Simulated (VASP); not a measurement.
Given:

```
MgSe
1.0
    0.00000     2.75210     2.75210
    2.75210     0.00000     2.75210
    2.75210     2.75210     0.00000
Mg Se
1 1
Direct
  0.00000   0.00000   0.00000
  0.50000   0.50000   0.50000
```

Computed with Hartree-Fock, VASP's PBE PAW potentials (set 64) (plane waves; VASP 6.6.1). Settings: 520 eV cut-off, 6×6×6 Γ-centred mesh, Gaussian smearing of 0.050 eV, potentials Mg Se.

Problem. Predict the energy per atom (σ→0), pressure, band gap (over the mesh, the named points and PBE's band edges) with the smallest direct gap where there is one.

Solution. 
The band gap (over the mesh, the named points and PBE's band edges) is 8.52 eV, the smallest direct gap (over the mesh, the named points and PBE's band edges) is 9.85 eV and the energy per atom (σ→0) is -6.434 eV/atom. The pressure comes out as 16.3 kbar.

Only differences to runs with the same potentials and settings are physical.

The compound is MgSe in the rock salt structure. It was relaxed first.
